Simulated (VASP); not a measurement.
Given:

```yaml
crystal:
  lattice:
    - [3.85421, 0.00000, 0.00000]
    - [-1.92711, 3.33784, 0.00000]
    - [0.00000, 0.00000, 6.36187]
  atoms:
    - { symbol: Si, position: [0.33333, 0.66667, 0.06291] }
    - { symbol: Si, position: [0.66667, 0.33333, 0.93709] }
    - { symbol: Si, position: [0.66667, 0.33333, 0.56291] }
    - { symbol: Si, position: [0.33333, 0.66667, 0.43709] }
```

All values below come from HSE06 screened hybrid, VASP's PBE PAW potentials (set 64) (plane waves; VASP). Settings: 400 eV cut-off, 6×6×4 Γ-centred mesh, Gaussian smearing of 0.050 eV, potentials Si.

### Question
Predict the energy per atom (σ→0), pressure, band gap (over the mesh, the named points and PBE's band edges) with the smallest direct gap where there is one.

### Answer

```yaml
band gap (over the mesh, the named points and PBE's band edges): 1.02 eV
smallest direct gap (over the mesh, the named points and PBE's band edges): 1.65 eV
energy per atom (σ→0): -6.274 eV/atom
pressure: -1.93 GPa
```

Only differences to runs with the same potentials and settings are physical.

The structure comes from a computed database's Si entry (P6_3/mmc); how it stands against other phases isn't given here. It was relaxed first.
